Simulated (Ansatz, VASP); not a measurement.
# Ni (Ni wire along [100], 9 atoms a period): VASP beside Ansatz

Wanted: the spread between two codes on one cell, functional and k mesh. The cell is taken from a series of runs on this material, whose earlier steps may have relaxed, scaled, displaced or heated it; both programs get it as it stands.

Main program and level: Ansatz 0.2.0; plane waves, with VASP 6.6.1 beside it; single point at PBE.

## 1. Starting point

The cell holds 9 atoms: 9 Ni. Its edges and angles: a = 10.320 Å, b = 10.320 Å, c = 2.423 Å, α = 90.0°, β = 90.0°, γ = 90.0°. Vacuum lies along a and b. The structure's axis is c.

## 2. Ansatz: single point, PBE

Ansatz runs on its PAW soft_1 files.

A single point gives forces, pressure and levels at one fixed geometry, so differences don't come from the geometry; what else differs is listed under the comparison.

Contents of input.yaml:

```yaml
crystal:
  lattice:
    - [10.32, 0.0, 0.0]
    - [0.0, 10.32, 0.0]
    - [0.0, 0.0, 2.4231374642]
  atoms:
    - { symbol: Ni, position: [0.302106852, 0.302106852, 0.0], spin: 0.76 }
    - { symbol: Ni, position: [0.302106852, 0.697893148, 0.0], spin: 0.76 }
    - { symbol: Ni, position: [0.5, 0.5, 0.0], spin: 0.83 }
    - { symbol: Ni, position: [0.697893148, 0.302106852, 0.0], spin: 0.76 }
    - { symbol: Ni, position: [0.697893148, 0.697893148, 0.0], spin: 0.76 }
    - { symbol: Ni, position: [0.29570143, 0.5, 0.5], spin: 0.77 }
    - { symbol: Ni, position: [0.5, 0.29570143, 0.5], spin: 0.77 }
    - { symbol: Ni, position: [0.5, 0.70429857, 0.5], spin: 0.77 }
    - { symbol: Ni, position: [0.70429857, 0.5, 0.5], spin: 0.77 }
magnetization:
  spin_polarized: true
kpoints:
  mp_grid: { grid: [1, 1, 34] }
  band_path: { path: ["Γ", Z], npoints: 90 }
scf:
  occupations: { method: fermi_dirac, width: 0.05 }
hamiltonian:
  xc: pbe
  pseudopotentials: { kind: paw, azcp: { folder: soft_1 } }
output:
  dos: { e_range: [-5, 4] }
  write_potential: true
  write_density: true
  volumetric_format: npy
```

Started as:

```
> ansatz run input.yaml --threads 4 --pin off --max-ram 16384MiB --backend cpu --events-out ev --progress --plain --runs-dir out
```

Numbers of over 12 decimals in the logs are rounded to 6 here.

The program printed:

```text
Engine: ansatz 0.2.0, aarch64-unknown-linux-gnu
Pseudopotentials: kind: paw
Pseudopotential: Ni, paw, valence charge 18, recommended cutoff 420 eV (normal), soft_1/Ni.paw.azcp
Functional definition: PBE
  parameter kappa = 0.804
  parameter beta = 0.066725
  exchange = pbe_x(kappa = kappa, mu = beta*pi^2/3)
  correlation = pbe_c(beta = beta)
Crystal: 9 atoms, lattice volume = 258.070 Å³
Basis set: ecut = 420 eV, 4973 PW (Γ)
Bands: 102, of which v1, the nominal top of the filled ones, is band 81 counted from 1 (80 counted from 0)
Symmetry: 16 space group operations
Space group: P4/mmm (ITA 123), of the structure as read, at distance tolerance 6.4e-5 Å
Magnetic group: BNS 123.339 (UNI 999), of the structure as read, at distance tolerance 6.4e-5 Å
k-points: 18 of 34
Non-local potential: Ni, projectors of the file, l = 0: 3, l = 1: 2, l = 2: 3, l = 3: 1
PAW form: soft (Blöchl's): semilocal exchange-correlation on the pseudo side does not see the compensation charge
PAW one-centre angular grid: Ni, 590 points (default); XC on 64 Gauss nodes
Initial density: superposition of atomic densities (neutral atoms: chi_scale 0, normalization atom)
Starting moments: Σ|m| = 6.95 μB on 9 of 9 sites
Initial wavefunctions: pseudopotential atomic-orbital guess
Functional: x = pbe(κ = 0.804, μ = 0.219515), c = pbe(β = 0.066725)
SCF iter   1: F=—  HF=-52541.126857 eV  |F-HF|=—  |Δ(HF+E_count)|=         —  Δρ=2.73e-2 (↑2.28e-2 ↓2.73e-2)  dr2=1.31e1  dr2_m=8.82e-1  M=7.540 μB ∫|m|=7.891 μB  β_m=0.30  ethr=3.10e-3  ⟨swp⟩=7.4  Hψ=15862  notcnv=0  defer=116
Mixer restart at iter 1: flushing history
preconditioner: auto → LDOS  [metal: Δε(μ)=0.010 eV  Ē_g=6.651 eV  σ=0.050 eV  W_gap=0.05  n_scr=56 (ndim 8)  ℏωp=21.9 eV  f_vac=0.492  D(μ)=12.44/eV (n_scr^D=110)]
spin=Collinear: LDOS preconditioning applied to the charge; magnetization (m = ρ↑ − ρ↓) channel mixes plain (no charge-response kernel on spin).
SCF iter   2: F=—  HF=-52542.927043 eV  |F-HF|=—  |Δ(HF+E_count)|=    1.80e0  Δρ=2.25e-2 (↑2.25e-2 ↓1.27e-2)  dr2=2.24e0  dr2_m=4.22e-1  M=7.380 μB ∫|m|=7.865 μB  β_m=0.37  ethr=3.10e-3  ⟨swp⟩=2.4  Hψ=6200  notcnv=0  defer=342
SCF iter   3: F=—  HF=-52547.173111 eV  |F-HF|=—  |Δ(HF+E_count)|=    4.25e0  Δρ=1.16e-2 (↑6.39e-3 ↓1.16e-2)  dr2=2.68e-1  dr2_m=1.42e-1  M=7.297 μB ∫|m|=7.903 μB  β_m=0.42  ethr=1.38e-3  ⟨swp⟩=3.0  Hψ=6249  notcnv=0  defer=337
SCF iter   4: F=—  HF=-52548.918680 eV  |F-HF|=—  |Δ(HF+E_count)|=    1.75e0  Δρ=5.76e-3 (↑5.76e-3 ↓4.79e-3)  dr2=1.87e-1  dr2_m=1.33e-2  M=7.111 μB ∫|m|=7.785 μB  β_m=0.58  ethr=1.66e-4  ⟨swp⟩=2.8  Hψ=5873  notcnv=0  defer=337
SCF iter   5: F=—  HF=-52549.748304 eV  |F-HF|=—  |Δ(HF+E_count)|=   8.30e-1  Δρ=4.56e-3 (↑1.94e-3 ↓4.56e-3)  dr2=4.14e-2  dr2_m=1.48e-2  M=6.904 μB ∫|m|=7.661 μB  β_m=0.67  ethr=1.16e-4  ⟨swp⟩=3.6  Hψ=7736  notcnv=0  defer=338
SCF iter   6: F=—  HF=-52549.783659 eV  |F-HF|=—  |Δ(HF+E_count)|=   3.54e-2  Δρ=4.34e-3 (↑1.46e-3 ↓4.34e-3)  dr2=5.32e-2  dr2_m=6.58e-3  M=6.837 μB ∫|m|=7.595 μB  β_m=0.83  ethr=2.55e-5  ⟨swp⟩=2.0  Hψ=6036  notcnv=0  defer=363
SCF iter   7: F=—  HF=-52549.817739 eV  |F-HF|=—  |Δ(HF+E_count)|=   3.41e-2  Δρ=6.77e-4 (↑3.28e-4 ↓6.77e-4)  dr2=1.47e-3  dr2_m=2.84e-4  M=6.796 μB ∫|m|=7.565 μB  β_m=0.81  ethr=2.55e-5  ⟨swp⟩=2.0  Hψ=5627  notcnv=0  defer=363
SCF iter   8: F=—  HF=-52549.818150 eV  |F-HF|=—  |Δ(HF+E_count)|=   4.11e-4  Δρ=3.42e-4 (↑1.24e-4 ↓3.42e-4)  dr2=2.78e-4  dr2_m=7.10e-5  M=6.793 μB ∫|m|=7.561 μB  β_m=0.82  ethr=9.05e-7  ⟨swp⟩=2.1  Hψ=6829  notcnv=0  defer=363
SCF iter   9: F=—  HF=-52549.818147 eV  |F-HF|=—  |Δ(HF+E_count)|=   3.22e-6  Δρ=1.26e-4 (↑4.16e-5 ↓1.26e-4)  dr2=2.14e-5  dr2_m=1.28e-5  M=6.792 μB ∫|m|=7.559 μB  β_m=0.86  ethr=1.72e-7  ⟨swp⟩=2.1  Hψ=5297  notcnv=0  defer=363
SCF iter  10: F=—  HF=-52549.818150 eV  |F-HF|=—  |Δ(HF+E_count)|=   3.18e-6  Δρ=3.29e-5 (↑3.29e-5 ↓2.68e-5)  dr2=1.04e-5  dr2_m=5.46e-7  M=6.792 μB ∫|m|=7.558 μB  β_m=0.70  ethr=1.32e-8  ⟨swp⟩=2.4  Hψ=6352  notcnv=0  defer=363
SCF iter  11: F=—  HF=-52549.818148 eV  |F-HF|=—  |Δ(HF+E_count)|=   1.93e-6  Δρ=2.75e-5 (↑9.50e-6 ↓2.75e-5)  dr2=1.72e-6  dr2_m=3.14e-7  M=6.792 μB ∫|m|=7.558 μB  β_m=0.62  ethr=6.43e-9  ⟨swp⟩=2.0  Hψ=6580  notcnv=0  defer=363
SCF iter  12: F=—  HF=-52549.818148 eV  |F-HF|=—  |Δ(HF+E_count)|=   2.24e-7  Δρ=6.83e-6 (↑3.38e-6 ↓6.83e-6)  dr2=1.08e-7  dr2_m=3.42e-8  M=6.793 μB ∫|m|=7.558 μB  β_m=0.72  ethr=1.06e-9  ⟨swp⟩=2.1  Hψ=6608  notcnv=0  defer=363
SCF iter  13: F=-52549.818148 eV  HF=-52549.818148 eV  |F-HF|=1.75e-9  |Δ(HF+E_count)|=   9.50e-9  Δρ=1.97e-6 (↑9.68e-7 ↓1.97e-6)  dr2=8.21e-9  dr2_m=2.76e-9  M=6.793 μB ∫|m|=7.558 μB  ethr=6.17e-11  ⟨swp⟩=10.3  Hψ=14763  notcnv=0
SCF 1 converged in 13 iterations: F = -52549.818148 eV  dr2 = 8.21e-9
  greatest PAW one-centre occupation: 1.001 electrons in one spin orbital (limit 2), on the Ni atom at site 4 (counted from 0), in its partial waves of l = 1
WARN: The output density's exchange-correlation potential varies sharply where the density is thin. Do not read a vacuum level from v_tot or v_xc, or from such a field of the output density. On a cell that repeats whose density bears no net charge and no dipole along the vacuum's axis use v_es (v_loc + v_h of the components); under efield.dipole_correction with no amplitude use v_es + v_field, which holds any externa [...]
NSCF: frozen V_eff on 91 k-points
SCF converged after 13 iterations
Magnetization: 6.7926 μB (84.3963 up, 77.6037 down)
Absolute magnetization: 7.5674 μB (∫|ρ↑−ρ↓|, with the PAW one-centre terms)
Spin contamination: 0.0960 ħ² per cell (⟨S²⟩ above its minimum at these occupations)
Per-site moments (μB) at R_I (Å): [(0.765844, 0.979901), (0.765844, 0.979901), (0.836930, 0.999544), (0.765844, 0.979901), (0.765844, 0.979901), (0.775381, 0.979901), (0.775381, 0.979901), (0.775381, 0.979901), (0.775381, 0.979901)]
Free energy (F): -52549.818148 eV
Harris-Foulkes:  -52549.818148 eV  (|F-HF|=1.75e-9)
Internal energy: -52549.734304 eV  (E = F + TS)
E sigma→0 (E₀):  -52549.776226 eV
Entropy (-TS):   -0.083844 eV (-9.316 meV/atom)
Fermi energy:    4.024250 eV
--- Per-component energies (eV) ---
  E_band       = -4812.699916
  E_kinetic    = 3047.660969
  E_local      = -92422.171274  (includes V_loc(G=0)·N_el)
  E_nonlocal   = -1038.572221
  E_hartree    = 46160.978312
  E_xc         = -1003.719748
  E_vxc        = -1293.778459  (∫ρ·V_xc dr)
  E_paw        = -14930.683778  (= ΣΔE_a)
  E_vpaw       = -5427.794158  (= ΣTr[D̂ρ^β])
  E_aug_tail   = 0.008517  (compensation charges beyond the density's cutoff)
  E_ewald      = 7636.764918
  E_smearing   = -0.083844  (= −TS)
  E_closure    = -0.000000  (closes the sum)
  Σ components = -52549.818148   (vs F -52549.818148, Δ=0.00e0)
--- Band table (eV; the first three rows and the last of 36) ---
  k-point 0 ↑: bands = [... 77 lower, 3.0976, 3.1175, 3.2907, 3.2907, 3.3555, 3.5016, 3.5027, 3.5552, ... 17 higher]
  k-point 1 ↑: bands = [... 77 lower, 3.1077, 3.2154, 3.2807, 3.2807, 3.3297, 3.5099, 3.5167, 3.5167, ... 17 higher]
  k-point 2 ↑: bands = [... 77 lower, 3.1575, 3.2569, 3.2569, 3.2652, 3.4068, 3.4068, 3.4134, 3.4905, ... 17 higher]
  k-point 17 ↓: bands = [... 77 lower, 4.3671, 4.4149, 4.4149, 4.4465, 5.9594, 6.1329, 6.1466, 6.4762, ... 17 higher]
```

## 3. VASP: single point, PBE

The same cell, functional, mesh and smearing now go to VASP, with its own data sets.

Lines of VASP's logs that name or quote its potential files are left out, and so is its time.

Contents of INCAR:

```
SYSTEM = Ni
PREC = Accurate
ENCUT = 520
EDIFF = 1E-06
NELM = 200
ISMEAR = -1
SIGMA = 0.05
LREAL = .FALSE.
ALGO = Normal
GGA = PE
NBANDS = 65
ISPIN = 2
MAGMOM = 0.77 0.77 0.84 0.77 0.77 0.78 0.78 0.78 0.78
LASPH = .TRUE.
LMAXMIX = 4
LORBIT = 11
LWAVE = .FALSE.
LCHARG = .FALSE.
ISIF = 2
GGA_COMPAT = .FALSE.
KPAR = 2
```

Contents of POSCAR:

```
Ni
1.0
   10.3200000000      0.0000000000      0.0000000000
    0.0000000000     10.3200000000      0.0000000000
    0.0000000000      0.0000000000      2.4231374642
Ni
9
Direct
    0.3021068520      0.3021068520      0.0000000000
    0.3021068520      0.6978931480      0.0000000000
    0.5000000000      0.5000000000      0.0000000000
    0.6978931480      0.3021068520      0.0000000000
    0.6978931480      0.6978931480      0.0000000000
    0.2957014300      0.5000000000      0.5000000000
    0.5000000000      0.2957014300      0.5000000000
    0.5000000000      0.7042985700      0.5000000000
    0.7042985700      0.5000000000      0.5000000000
```

Contents of KPOINTS:

```
Automatic mesh
0
Gamma
1 1 34
0 0 0
```

Potentials, in the order of the species: Ni (PBE family, release 64).

Started as:

```
> mpirun -np 2 vasp_std
```

The program printed:

```text
[banner, memory and clock lines left out]
running    2 mpi-ranks, on    1 nodes
 distrk:  each k-point on    1 cores,    2 groups
 distr:  one band on    1 cores,    1 groups

 POSCAR found type information on POSCAR Ni
 POSCAR found :  1 types and       9 ions
 LDA part: xc-table for (Slater+PW92), standard interpolation
 POSCAR, INCAR and KPOINTS ok, starting setup
 FFT: planning ... GRIDC
 FFT: planning ... GRID_SOFT
 FFT: planning ... GRID
 WAVECAR not read
 entering main loop
       N       E                     dE             d eps       ncg     rms          rms(c)
DAV:   1     0.648560709614E+03    0.64856E+03   -0.38513E+04  4680   0.151E+03
DAV:   2     0.485227323461E+01   -0.64371E+03   -0.60945E+03  4680   0.325E+02
DAV:   3    -0.474051101060E+02   -0.52257E+02   -0.47477E+02  5099   0.127E+02
DAV:   4    -0.485996962612E+02   -0.11946E+01   -0.11893E+01  4971   0.209E+01
DAV:   5    -0.486240847830E+02   -0.24389E-01   -0.24387E-01  6989   0.205E+00    0.260E+01
DAV:   6    -0.546252893908E+02   -0.60012E+01   -0.63632E+01  5199   0.101E+02    0.559E+01
DAV:   7    -0.493551894876E+02    0.52701E+01   -0.15637E+02  5120   0.878E+01    0.266E+01
DAV:   8    -0.438007872864E+02    0.55544E+01   -0.12677E+01  5290   0.443E+01    0.183E+01
DAV:   9    -0.471516851179E+02   -0.33509E+01   -0.10911E+01  5332   0.693E+01    0.320E+01
DAV:  10    -0.411906743380E+02    0.59610E+01   -0.43358E+00  5604   0.488E+01    0.684E+00
DAV:  11    -0.415883814389E+02   -0.39771E+00   -0.19386E+00  4951   0.111E+01    0.506E+00
DAV:  12    -0.416322074250E+02   -0.43826E-01   -0.17117E-01  5139   0.323E+00    0.357E+00
DAV:  13    -0.415799254208E+02    0.52282E-01   -0.71540E-02  5705   0.587E+00    0.152E+00
DAV:  14    -0.416006868468E+02   -0.20761E-01   -0.54961E-02  5760   0.212E+00    0.151E+00
[...]
DAV:  18    -0.416083866029E+02   -0.85037E-03   -0.15242E-03  6103   0.389E-01    0.111E-01
DAV:  19    -0.416090878907E+02   -0.70129E-03   -0.54539E-04  5024   0.242E-01    0.108E-01
DAV:  20    -0.416094606935E+02   -0.37280E-03   -0.25559E-04  4845   0.206E-01    0.429E-02
DAV:  21    -0.416095716982E+02   -0.11100E-03   -0.12660E-04  5361   0.924E-02    0.528E-02
DAV:  22    -0.416095742632E+02   -0.25650E-05   -0.35419E-05  4728   0.847E-02    0.232E-02
DAV:  23    -0.416095564711E+02    0.17792E-04   -0.10882E-05  4949   0.420E-02    0.105E-02
DAV:  24    -0.416095502434E+02    0.62277E-05   -0.63121E-06  4671   0.166E-02    0.892E-03
DAV:  25    -0.416095505285E+02   -0.28513E-06   -0.14380E-06  3382   0.161E-02
   1 F= -.41609551E+02 E0= -.41566895E+02  d E =-.853113E-01  mag=     6.6979
```

[end of part 1 of 2]

[Lines on the potential files, build, host, timing and source positions are cut from VASP's logs without a mark.]

[Logs are printed without paths, hosts, clocks, repeated set-up lines and the standing remarks that a program may print on its own settings, such as how far it seeks lower states.]

[Hosts, paths, dates, database ids (printed as entryN), source tags and the programs' standing remarks are cut or masked in the printed files.]
